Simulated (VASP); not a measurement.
A convergence study with VASP on CdSe (zinc blende): one setting is varied, all else stays as given below, so the limit is that of these other settings. The cell's lengths are 1 % over those of the tabulated start and one atom is moved, so it is off equilibrium.

```
CdSe
1.0
    0.00000     3.05525     3.05525
    3.05525     0.00000     3.05525
    3.05525     3.05525     0.00000
Cd Se
1 1
Cartesian
  0.00000   0.00000   0.00000
  1.58822   1.52763   1.52763
```

Calculation: LDA (Ceperley-Alder, Perdew-Zunger), VASP's LDA PAW potentials (set 64) (plane waves; VASP). The tightest run used: 1000 eV cut-off, 8×8×8 Γ-centred mesh, Gaussian smearing of 0.050 eV, potentials Cd Se.

Gaps are read on the run's mesh, which can miss a band edge.

**Question.** The settings run are ENCUT = 150; ENCUT = 250; ENCUT = 350; ENCUT = 450; ENCUT = 550; ENCUT = 600; ENCUT = 650; ENCUT = 700; ENCUT = 750; ENCUT = 800; ENCUT = 850; ENCUT = 1000. From which on does the energy per atom stay within 0.01 eV/atom of the tightest run?

**Answer.** From ENCUT = 350 on: it is off by 0.0015 there and by no more than 0.01 in any finer run, while ENCUT = 250 is off by 0.0122.
```json
[
 {"setting": "ENCUT = 150", "E (eV/atom)": "1.0568", "pressure (GPa)": "-240.57", "gap on the mesh (eV)": "0.192", "plane waves": "259", "difference judged (eV/atom)": "4.4250"},
 {"setting": "ENCUT = 250", "E (eV/atom)": "-3.3560", "pressure (GPa)": "-6.89", "gap on the mesh (eV)": "0.308", "plane waves": "531", "difference judged (eV/atom)": "0.0122"},
 {"setting": "ENCUT = 350", "E (eV/atom)": "-3.3668", "pressure (GPa)": "-2.52", "gap on the mesh (eV)": "0.304", "plane waves": "877", "difference judged (eV/atom)": "0.0015"},
 {"setting": "ENCUT = 450", "E (eV/atom)": "-3.3681", "pressure (GPa)": "-2.28", "gap on the mesh (eV)": "0.308", "plane waves": "1254", "difference judged (eV/atom)": "0.0002"},
 {"setting": "ENCUT = 550", "E (eV/atom)": "-3.3683", "pressure (GPa)": "-2.17", "gap on the mesh (eV)": "0.308", "plane waves": "1700", "difference judged (eV/atom)": "0.0001"},
 {"setting": "ENCUT = 600", "E (eV/atom)": "-3.3682", "pressure (GPa)": "-2.19", "gap on the mesh (eV)": "0.308", "plane waves": "1924", "difference judged (eV/atom)": "0.0000"},
 {"setting": "ENCUT = 650", "E (eV/atom)": "-3.3682", "pressure (GPa)": "-2.19", "gap on the mesh (eV)": "0.308", "plane waves": "2180", "difference judged (eV/atom)": "0.0000"},
 {"setting": "ENCUT = 700", "E (eV/atom)": "-3.3683", "pressure (GPa)": "-2.17", "gap on the mesh (eV)": "0.308", "plane waves": "2421", "difference judged (eV/atom)": "0.0000"},
 {"setting": "ENCUT = 750", "E (eV/atom)": "-3.3683", "pressure (GPa)": "-2.15", "gap on the mesh (eV)": "0.308", "plane waves": "2698", "difference judged (eV/atom)": "0.0001"},
 {"setting": "ENCUT = 800", "E (eV/atom)": "-3.3683", "pressure (GPa)": "-2.15", "gap on the mesh (eV)": "0.308", "plane waves": "2954", "difference judged (eV/atom)": "0.0001"},
 {"setting": "ENCUT = 850", "E (eV/atom)": "-3.3683", "pressure (GPa)": "-2.16", "gap on the mesh (eV)": "0.308", "plane waves": "3250", "difference judged (eV/atom)": "0.0001"},
 {"setting": "ENCUT = 1000", "E (eV/atom)": "-3.3682", "pressure (GPa)": "-2.16", "gap on the mesh (eV)": "0.308", "plane waves": "4128", "difference judged (eV/atom)": "0.0000"}
]
```

Left out are rungs that failed or repeat a setting and relaxations that didn't move; long series are thinned to 24 rows.

The compound is CdSe in the zinc blende structure, whereas wurtzite is the usual form. The cell was not relaxed at this level, it is distorted from the ideal structure.
